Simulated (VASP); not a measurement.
Level of theory: MS2 meta-GGA, VASP's PBE PAW potentials (set 64) (plane waves; VASP).

Input for VASP

### POSCAR
```
CuI
3.0327810
  0.0000000000   0.9999999696   0.9999999696
  0.9999999696   0.0000000000   0.9999999696
  0.9999999696   0.9999999696   0.0000000000
Cu I
1 1
Cartesian
  1.9999999391   1.9999999391   1.9999999391
  0.4999999848   0.4999999848   0.4999999848
```

### KPOINTS
```
Automatic mesh
0
Gamma
8 8 8
0 0 0
```

### INCAR
```
SYSTEM = CuI
PREC = Accurate
ENCUT = 520
EDIFF = 1E-7
NELM = 100
ALGO = Normal
LREAL = .FALSE.
LASPH = .TRUE.
ISMEAR = 0
SIGMA = 0.05
METAGGA = MS2
LMIXTAU = .TRUE.
LMAXMIX = 4
LWAVE = .FALSE.
LCHARG = .FALSE.
ISIF = 2
```

POTCAR, in this order: Cu I (PBE.64 set). Program: vasp_std.

Unless said otherwise, spin-orbit coupling is left out, though it shifts the bands of the heavy elements here.

Estimate the energy per atom (σ→0), pressure, band gap (on the k-mesh).

```json
{
  "energy per atom (σ→0)": "-1.282 eV/atom",
  "band gap (on the k-mesh)": "1.36 eV",
  "pressure": "-2.33 GPa"
}
```

OSZICAR:
```
...
DAV:  13    -0.256485690334E+01   -0.12038E-03   -0.57132E-04  1115   0.365E-01    0.597E-02
DAV:  14    -0.256465226135E+01    0.20464E-03   -0.11910E-04  1006   0.159E-01    0.258E-02
DAV:  15    -0.256492806941E+01   -0.27581E-03   -0.24310E-04   920   0.429E-01    0.297E-02
DAV:  16    -0.256486891733E+01    0.59152E-04   -0.37200E-05  1097   0.127E-01    0.213E-02
DAV:  17    -0.256486821415E+01    0.70318E-06   -0.10352E-06  1051   0.133E-02    0.136E-02
DAV:  18    -0.256486671452E+01    0.14996E-05   -0.19809E-06  1118   0.350E-02    0.416E-03
DAV:  19    -0.256486681389E+01   -0.99368E-07   -0.33379E-07   814   0.728E-03
   1 F= -.25648668E+01 E0= -.25648668E+01  d E =-.221928E-11
```

The compound is CuI in the zinc blende structure. This cell is one point of a volume scan, at 1.06 of the reference volume.
